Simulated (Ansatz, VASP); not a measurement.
# Cross-check of K2H4Pt between VASP and Ansatz

One calculation is typed for both programs; each brings its own data sets. How far apart do they land? The cell is taken from a series of runs on this material, whose earlier steps may have relaxed, scaled, displaced or heated it; both programs get it as it stands.

Program: Ansatz 0.2.0. Level of theory: plane waves, with VASP 6.6.1 beside it; dielectric response at PBEsol. Results are calculated unless marked as measured.

### Step 1. Starting point

Symmetry: I4/mmm, No. 139, tetragonal system. The conventional cell has a = 5.749 Å, b = 5.749 Å, c = 7.722 Å, α = 90.00°, β = 90.00°, γ = 90.00°. K has 8 H at 2.83 Å nearest. Nearest to H lie 1 Pt at 1.65 Å and 2 H at 2.33 Å and 4 K at 2.83 Å. Pt has 4 H at 1.65 Å nearest. Farther neighbours are not listed.

### Step 2. VASP: dielectric response, PBEsol

The response to a field tests empty states and converges slowly with the mesh.

Lines of VASP's logs that name or quote its potential files are left out, and so is its time.

Input file INCAR:

```
SYSTEM = K2H4Pt
PREC = Accurate
ENCUT = 400
EDIFF = 1E-08
NELM = 120
ISMEAR = 0
SIGMA = 0.01
LREAL = .FALSE.
ALGO = Normal
GGA = PS
NBANDS = 23
LASPH = .TRUE.
LORBIT = 11
LWAVE = .FALSE.
LCHARG = .FALSE.
ISIF = 2
LEPSILON = .TRUE.
GGA_COMPAT = .FALSE.
KPAR = 2
```

Input file POSCAR:

```
K2H4Pt
1.0
   -2.8745601800      2.8745601800      3.8611888300
    2.8745601800     -2.8745601800      3.8611888300
    2.8745601800      2.8745601800     -3.8611888300
K H Pt
2 4 1
Direct
    0.2500000000      0.7500000000      0.5000000000
    0.7500000000      0.2500000000      0.5000000000
    0.2027880500      0.7972119500      0.0000000000
    0.2027880500      0.2027880500      0.4055761000
    0.7972119500      0.2027880500      0.0000000000
    0.7972119500      0.7972119500      0.5944239000
    0.0000000000      0.0000000000      0.0000000000
```

Input file KPOINTS:

```
Automatic mesh
0
Gamma
6 6 6
0 0 0
```

The projector-augmented-wave data sets are K_sv, H and Pt (PBE family, release 64).

Run with:

```bash
mpirun -np 2 vasp_std
```

Numbers of over 12 decimals in the logs are rounded to 6 here.

The log of the run:

```text
[banner, memory and clock lines left out]
running    2 mpi-ranks, on    1 nodes
 distrk:  each k-point on    1 cores,    2 groups
 distr:  one band on    1 cores,    1 groups

 POSCAR found type information on POSCAR K H Pt
 POSCAR found :  3 types and       7 ions
|                                                                             |
|               ----> ADVICE to this user running VASP <----                  |
|                                                                             |
|     You enforced a specific xc type in the INCAR file but a different       |
|     [... a line on the potential file left out ...]
|     I HOPE YOU KNOW WHAT YOU ARE DOING!                                     |
|                                                                             |

 LDA part: xc-table for (Slater+PW92), standard interpolation
 POSCAR, INCAR and KPOINTS ok, starting setup
 FFT: planning ... GRIDC
 FFT: planning ... GRID_SOFT
 FFT: planning ... GRID
 WAVECAR not read
 entering main loop
       N       E                     dE             d eps       ncg     rms          rms(c)
DAV:   1     0.161910135049E+03    0.16191E+03   -0.12486E+04  1388   0.985E+02
DAV:   2    -0.158485935115E+02   -0.17776E+03   -0.16658E+03  1661   0.283E+02
DAV:   3    -0.265906950122E+02   -0.10742E+02   -0.10683E+02  2273   0.583E+01
DAV:   4    -0.270156502687E+02   -0.42496E+00   -0.42415E+00  1974   0.982E+00
DAV:   5    -0.270301886834E+02   -0.14538E-01   -0.14538E-01  2026   0.123E+00    0.122E+01
DAV:   6    -0.256528059518E+02    0.13774E+01   -0.18659E+00  1625   0.691E+00    0.481E+00
DAV:   7    -0.252085372607E+02    0.44427E+00   -0.61742E-01  1590   0.335E+00    0.261E+00
DAV:   8    -0.251694854157E+02    0.39052E-01   -0.20393E-01  2026   0.211E+00    0.115E+00
DAV:   9    -0.251793594145E+02   -0.98740E-02   -0.30015E-02  1749   0.803E-01    0.177E-01
DAV:  10    -0.251808883248E+02   -0.15289E-02   -0.13350E-03  1992   0.191E-01    0.104E-01
DAV:  11    -0.251822187330E+02   -0.13304E-02   -0.11603E-03  1485   0.147E-01    0.221E-02
DAV:  12    -0.251823434566E+02   -0.12472E-03   -0.12668E-04  1713   0.487E-02    0.150E-02
DAV:  13    -0.251823630906E+02   -0.19634E-04   -0.24874E-05  1680   0.203E-02    0.336E-03
DAV:  14    -0.251823642647E+02   -0.11741E-05   -0.17350E-06  1803   0.675E-03    0.169E-03
DAV:  15    -0.251823644209E+02   -0.15624E-06   -0.29832E-07  1926   0.234E-03    0.614E-04
DAV:  16    -0.251823645332E+02   -0.11224E-06   -0.41349E-08  1511   0.941E-04    0.111E-04
DAV:  17    -0.251823645396E+02   -0.64506E-08   -0.17729E-09  1265   0.232E-04
   1 F= -.25182365E+02 E0= -.25182365E+02  d E =-.129576E-38
 Linear response reoptimize wavefunctions to high precision
DAV:   1    -0.251823645327E+02    0.69285E-08   -0.48161E-10  1287   0.119E-04
DAV:   2    -0.251823645328E+02   -0.13551E-09   -0.17756E-10  1194   0.557E-05
DAV:   3    -0.251823645328E+02    0.70031E-10   -0.91566E-11  1089   0.362E-05
 Linear response G [H, r] |phi>, progress :
  Direction:   1
       N       E                     dE             d eps       ncg     rms
RMM:   1    -0.126723701409E+03   -0.12672E+03    0.56791E+02  2929   0.118E+02
RMM:   2    -0.119424401250E+03    0.72993E+01   -0.16981E+01  2664   0.254E+01
RMM:   3    -0.120212393333E+03   -0.78799E+00   -0.45537E+00  3148   0.758E+00
RMM:   4    -0.120350687580E+03   -0.13829E+00   -0.10838E+00  3230   0.245E+00
RMM:   5    -0.120379231559E+03   -0.28544E-01   -0.24417E-01  3276   0.108E+00
RMM:   6    -0.120385194548E+03   -0.59630E-02   -0.64845E-02  3358   0.498E-01
RMM:   7    -0.120386849568E+03   -0.16550E-02   -0.37071E-02  3442   0.252E-01
RMM:   8    -0.120386523269E+03    0.32630E-03   -0.32969E-02  3461   0.129E-01
RMM:   9    -0.120386659004E+03   -0.13574E-03    0.17131E-03  3441   0.704E-02
RMM:  10    -0.120386701480E+03   -0.42476E-04   -0.29398E-02  3382   0.399E-02
RMM:  11    -0.120386830302E+03   -0.12882E-03   -0.22925E-02  3323   0.238E-02
RMM:  12    -0.120387391398E+03   -0.56110E-03   -0.36807E-02  3216   0.152E-02
RMM:  13    -0.120387020847E+03    0.37055E-03   -0.27202E-02  3158   0.105E-02
RMM:  14    -0.120387803831E+03   -0.78298E-03   -0.38797E-02  3051   0.759E-03
RMM:  15    -0.120386686881E+03    0.11169E-02   -0.27326E-02  2899   0.592E-03
RMM:  16    -0.120386910673E+03   -0.22379E-03   -0.29539E-02  2796   0.485E-03
RMM:  17    -0.120388671368E+03   -0.17607E-02   -0.45374E-02  2711   0.419E-03
RMM:  18    -0.120386691028E+03    0.19803E-02   -0.27685E-02  2630   0.378E-03
RMM:  19    -0.120386639883E+03    0.51145E-04   -0.25400E-02  2580   0.351E-03
RMM:  20    -0.120386739881E+03   -0.99998E-04   -0.26540E-02  2530   0.333E-03
RMM:  21    -0.120386859147E+03   -0.11927E-03   -0.27260E-02  2502   0.321E-03
RMM:  22    -0.120387599785E+03   -0.74064E-03   -0.34695E-02  2462   0.313E-03
[...]
RMM:   4    -0.892132371915E+00   -0.88216E-03   -0.22619E-03  3319   0.117E-01
RMM:   5    -0.892235239293E+00   -0.10287E-03   -0.40377E-04  3378   0.459E-02
RMM:   6    -0.892255955028E+00   -0.20716E-04   -0.73724E-05  3317   0.181E-02
RMM:   7    -0.892259240534E+00   -0.32855E-05   -0.39211E-05  3359   0.792E-03
RMM:   8    -0.892259824739E+00   -0.58420E-06   -0.12876E-06  3287   0.329E-03
RMM:   9    -0.892259959120E+00   -0.13438E-06   -0.10704E-05  3175   0.142E-03
[...]
RMM:   9    -0.899750158517E+00   -0.11896E-06   -0.15801E-06  2831   0.146E-03
RMM:  10    -0.899750177700E+00   -0.19183E-07   -0.14357E-06  2566   0.613E-04
RMM:  11    -0.899750182175E+00   -0.44751E-08   -0.81557E-07  2431   0.308E-04
RMM:  12    -0.899750182818E+00   -0.64299E-09   -0.14904E-07  2206   0.174E-04
RMM:  13    -0.899750182954E+00   -0.13599E-09   -0.21912E-07  1929   0.125E-04
RMM:  14    -0.899750183168E+00   -0.21410E-09   -0.71597E-08  1686   0.107E-04
 change of polarisation eV/A/(eV/A) component  3 :     0.080     0.103     1.799
 dielectric tensor                  component  3 :     0.114     0.146     3.551
 Linear response to external field, progress :
  Direction:   1
       N       E                     dE             d eps       ncg     rms          rms(c)
RMM:   1    -0.867834212628E+00   -0.86783E+00   -0.22071E+00  4596   0.459E+00
RMM:   2    -0.903290768637E+00   -0.35457E-01   -0.94779E-02  4550   0.108E+00    0.183E+00
RMM:   3    -0.735076114066E+00    0.16821E+00   -0.25276E-01  3704   0.217E+00    0.890E-01
RMM:   4    -0.745729056661E+00   -0.10653E-01   -0.16128E-01  4111   0.162E+00    0.400E-01
RMM:   5    -0.784607743842E+00   -0.38879E-01   -0.19148E-02  4230   0.699E-01    0.106E-01
RMM:   6    -0.785686525589E+00   -0.10788E-02   -0.79004E-03  4802   0.332E-01    0.600E-02
RMM:   7    -0.789333324595E+00   -0.36468E-02   -0.14233E-03  4702   0.136E-01    0.192E-02
RMM:   8    -0.790212286642E+00   -0.87896E-03   -0.45208E-04  5090   0.561E-02    0.130E-02
RMM:   9    -0.790531583696E+00   -0.31930E-03   -0.25586E-04  4813   0.240E-02    0.391E-03
RMM:  10    -0.790461110150E+00    0.70474E-04   -0.18047E-04  5241   0.124E-02    0.218E-03
RMM:  11    -0.790446322012E+00    0.14788E-04    0.79348E-06  5213   0.582E-03    0.107E-03
RMM:  12    -0.790447767056E+00   -0.14450E-05    0.26300E-05  5443   0.241E-03    0.701E-04
RMM:  13    -0.790441294321E+00    0.64727E-05    0.12675E-05  5054   0.119E-03    0.239E-04
RMM:  14    -0.790440934555E+00    0.35977E-06    0.68771E-06  5225   0.553E-04    0.156E-04
RMM:  15    -0.790440812333E+00    0.12222E-06    0.45202E-06  4878   0.285E-04    0.713E-05
RMM:  16    -0.790440658031E+00    0.15430E-06    0.34458E-06  4291   0.157E-04    0.288E-05
RMM:  17    -0.790440874451E+00   -0.21642E-06    0.30964E-06  3459   0.111E-04    0.158E-05
RMM:  18    -0.790440896206E+00   -0.21755E-07    0.21459E-06  3229   0.963E-05    0.140E-06
 change of polarisation eV/A/(eV/A) component  1 :     1.406    -0.027     0.092
 dielectric tensor                  component  1 :     2.994    -0.039     0.131
 Linear response to external field, progress :
  Direction:   2
       N       E                     dE             d eps       ncg     rms          rms(c)
RMM:   1    -0.867834197593E+00   -0.86783E+00   -0.22071E+00  4596   0.459E+00
RMM:   2    -0.903290919855E+00   -0.35457E-01   -0.94780E-02  4551   0.108E+00    0.183E+00
RMM:   3    -0.735076422873E+00    0.16821E+00   -0.25276E-01  3705   0.217E+00    0.890E-01
RMM:   4    -0.745729036718E+00   -0.10653E-01   -0.16128E-01  4110   0.162E+00    0.400E-01
RMM:   5    -0.784608677645E+00   -0.38880E-01   -0.19155E-02  4231   0.699E-01    0.106E-01
RMM:   6    -0.785686971848E+00   -0.10783E-02   -0.79019E-03  4801   0.332E-01    0.600E-02
RMM:   7    -0.789332850882E+00   -0.36459E-02   -0.14282E-03  4702   0.136E-01    0.192E-02
RMM:   8    -0.790213785212E+00   -0.88093E-03   -0.31563E-04  5095   0.561E-02    0.130E-02
RMM:   9    -0.790532022606E+00   -0.31824E-03   -0.20314E-04  4809   0.239E-02    0.390E-03
RMM:  10    -0.790461368042E+00    0.70655E-04   -0.49581E-05  5243   0.124E-02    0.220E-03
RMM:  11    -0.790445713120E+00    0.15655E-04    0.23255E-05  5215   0.582E-03    0.106E-03
RMM:  12    -0.790447433679E+00   -0.17206E-05   -0.25335E-05  5437   0.239E-03    0.706E-04
RMM:  13    -0.790441597480E+00    0.58362E-05    0.10080E-05  5068   0.118E-03    0.249E-04
RMM:  14    -0.790440957683E+00    0.63980E-06    0.69530E-07  5242   0.546E-04    0.183E-04
RMM:  15    -0.790440964700E+00   -0.70169E-08    0.48147E-06  4896   0.277E-04    0.822E-05
RMM:  16    -0.790440817305E+00    0.14739E-06    0.17303E-06  4263   0.152E-04    0.288E-05
RMM:  17    -0.790440990490E+00   -0.17318E-06    0.26857E-06  3482   0.108E-04    0.173E-05
RMM:  18    -0.790441053463E+00   -0.62974E-07    0.16667E-06  3126   0.940E-05    0.125E-06
 change of polarisation eV/A/(eV/A) component  2 :    -0.027     1.406     0.034
 dielectric tensor                  component  2 :    -0.038     2.994     0.049
 Linear response to external field, progress :
  Direction:   3
       N       E                     dE             d eps       ncg     rms          rms(c)
RMM:   1    -0.844417626119E+00   -0.84442E+00   -0.25703E+00  2878   0.433E+00
RMM:   2    -0.888685585102E+00   -0.44268E-01   -0.13339E-01  2912   0.109E+00    0.206E+00
RMM:   3    -0.672446933070E+00    0.21624E+00   -0.62278E-01  2274   0.268E+00    0.782E-01
RMM:   4    -0.686352632888E+00   -0.13906E-01   -0.22898E-01  2630   0.169E+00    0.343E-01
RMM:   5    -0.723221482091E+00   -0.36869E-01   -0.31494E-02  2748   0.757E-01    0.159E-01
RMM:   6    -0.724353085452E+00   -0.11316E-02   -0.10341E-02  3017   0.334E-01    0.613E-02
RMM:   7    -0.728318728615E+00   -0.39656E-02   -0.21751E-03  2959   0.149E-01    0.299E-02
RMM:   8    -0.729252195748E+00   -0.93347E-03   -0.25390E-04  3088   0.606E-02    0.939E-03
RMM:   9    -0.729423731258E+00   -0.17154E-03    0.72685E-05  3045   0.262E-02    0.375E-03
RMM:  10    -0.729413402264E+00    0.10329E-04   -0.57375E-05  3193   0.112E-02    0.127E-03
RMM:  11    -0.729348009664E+00    0.65393E-04    0.14403E-06  3373   0.510E-03    0.734E-04
RMM:  12    -0.729342113195E+00    0.58965E-05   -0.25653E-05  3348   0.188E-03    0.481E-04
RMM:  13    -0.729331920194E+00    0.10193E-04   -0.13674E-05  3326   0.829E-04    0.233E-04
RMM:  14    -0.729330711006E+00    0.12092E-05   -0.28102E-06  3164   0.371E-04    0.107E-04
RMM:  15    -0.729330400642E+00    0.31036E-06   -0.21762E-07  3026   0.191E-04    0.507E-05
RMM:  16    -0.729329848629E+00    0.55201E-06   -0.13753E-06  2596   0.132E-04    0.164E-05
RMM:  17    -0.729329854947E+00   -0.63185E-08    0.34256E-07  1826   0.860E-05    0.672E-06
 change of polarisation eV/A/(eV/A) component  3 :     0.066     0.084     1.259
 dielectric tensor                  component  3 :     0.093     0.118     2.784
 Born effective charges drift removed
```

OUTCAR, selected parts (step 2):

```text
ion  position               nearest neighbor table
   1  0.250  0.750  0.500-   7 3.46   7 3.46   7 3.46   7 3.46
   2  0.750  0.250  0.500-   7 3.46   7 3.46   7 3.46   7 3.46
   3  0.203  0.797  0.000-   7 1.65
   4  0.203  0.203  0.406-   7 1.65
   5  0.797  0.203  0.000-   7 1.65
   6  0.797  0.797  0.594-   7 1.65
   7  0.000  0.000  0.000-   4 1.65   6 1.65   5 1.65   3 1.65   1 3.46   2 3.46   1 3.46   2 3.46
                             2 3.46   1 3.46   2 3.46   1 3.46

  LATTYP: Found a body centered tetragonal cell.
 ALAT       =     5.7491203600
 C/A-ratio  =     1.3432276899

 Subroutine GETGRP returns: Found 16 space group operations
 (whereof 16 operations were pure point group operations)

The static configuration has the point symmetry D_4h.

 Found     30 irreducible k-points:

   k-points           NKPTS =     30   k-points in BZ     NKDIM =     30   number of bands    NBANDS=     23

   dimension x,y,z NGX =    40 NGY =   40 NGZ =   40
   dimension x,y,z NGXF=    80 NGYF=   80 NGZF=   80

   ENCUT  =  400.0 eV  29.40 Ry    5.42 a.u.   9.14  9.14  9.14*2*pi/ulx,y,z

   NELECT =      32.0000    total number of electrons

 k-points in reciprocal lattice and weights: Automatic mesh
   0.00000000  0.00000000  0.00000000       0.005
   0.16666667  0.00000000 -0.00000000       0.037
   0.33333333  0.00000000  0.00000000       0.037
   0.50000000  0.00000000  0.00000000       0.019
   0.16666667  0.16666667 -0.00000000       0.037
   0.33333333  0.16666667  0.00000000       0.074
   0.50000000  0.16666667  0.00000000       0.074
  -0.33333333  0.16666667  0.00000000       0.074
  -0.16666667  0.16666667  0.00000000       0.019
[...]
-0.33333333 -0.33333333  0.33333333       0.009
   0.50000000  0.50000000  0.50000000       0.005

 average (electrostatic) potential at core
       1 -36.6579       2 -36.6579       3 -34.7354       4 -34.7354       5 -34.7354
       6 -34.7354       7 -72.5830

  Total       -0.2242219     -0.2242219     -0.4398799      0.0000000      0.0000000      0.0000000
  in kB       -2.8149120     -2.8149120     -5.5223109      0.0000000      0.0000000      0.0000000
  external PRESSURE =      -3.7173783 kB  Pullay stress =       0.0000000 kB

  energy-cutoff  :      400.00
  volume of cell :      127.62
      direct lattice vectors                 reciprocal lattice vectors
    -2.874560180  2.874560180  3.861188830     0.000000000  0.173939653  0.129493796
     2.874560180 -2.874560180  3.861188830     0.173939653  0.000000000  0.129493796
     2.874560180  2.874560180 -3.861188830     0.173939653  0.173939653  0.000000000

 POSITION                                       TOTAL-FORCE (eV/Angst)
 -----------------------------------------------------------------------------------
      2.87456     -0.00000      1.93059         0.000000      0.000000      0.000000
     -0.00000      2.87456      1.93059         0.000000      0.000000      0.000000
      1.70871     -1.70871      3.86119        -0.049268      0.049268     -0.000000
      1.16585      1.16585      0.00000         0.049268      0.049268      0.000000
     -1.70871      1.70871      3.86119         0.049268     -0.049268     -0.000000
      1.70871      1.70871      3.86119        -0.049268     -0.049268      0.000000
      0.00000      0.00000      0.00000         0.000000      0.000000      0.000000
 -----------------------------------------------------------------------------------
    total drift:                                0.000000     -0.000000      0.000000

 MACROSCOPIC STATIC DIELECTRIC TENSOR (including local field effects in DFT)
 ------------------------------------------------------
           2.993639     0.000000     0.000000
           0.000000     2.993639    -0.000000
           0.000000     0.000000     2.784482
 ------------------------------------------------------

 PIEZOELECTRIC TENSOR (including local field effects)  for field in x, y, z        (C/m^2)
          XX          YY          ZZ          XY          YZ          ZX
  --------------------------------------------------------------------------------
  x     0.00000     0.00000     0.00000     0.00000     0.00000     0.00000
  y     0.00000     0.00000     0.00000     0.00000     0.00000     0.00000
  z     0.00000     0.00000     0.00000     0.00000     0.00000     0.00000

 BORN EFFECTIVE CHARGES (including local field effects) (in |e|, cummulative output)
 ---------------------------------------------------------------------------------
 ion    1
    1     1.04462     0.00000     0.00000
    2     0.00000     1.04462     0.00000
    3    -0.00000    -0.00000     1.11796
 ion    2
    1     1.04462     0.00000     0.00000
    2     0.00000     1.04462     0.00000
    3    -0.00000    -0.00000     1.11796
 ion    3
    1    -0.42812     0.49503     0.00000
    2     0.49503    -0.42812     0.00000
    3     0.00000     0.00000    -0.09374
 ion    4
    1    -0.42812    -0.49503     0.00000
    2    -0.49503    -0.42812    -0.00000
    3     0.00000     0.00000    -0.09374
 ion    5
    1    -0.42812     0.49503     0.00000
    2     0.49503    -0.42812     0.00000
    3     0.00000     0.00000    -0.09374
 ion    6
    1    -0.42812    -0.49503     0.00000
    2    -0.49503    -0.42812    -0.00000
    3     0.00000     0.00000    -0.09374
 ion    7
    1    -0.37678     0.00000    -0.00000
    2     0.00000    -0.37678     0.00000
    3    -0.00000    -0.00000    -1.86095
```

(Continued in part 2 of 2.)

[Lines on the potential files, build, host, timing and source positions are cut from VASP's logs without a mark.]

[Logs are printed without paths, hosts, clocks, repeated set-up lines and the standing remarks that a program may print on its own settings, such as how far it seeks lower states.]

[Hosts, paths, dates, database ids (printed as entryN), source tags and the programs' standing remarks are cut or masked in the printed files.]
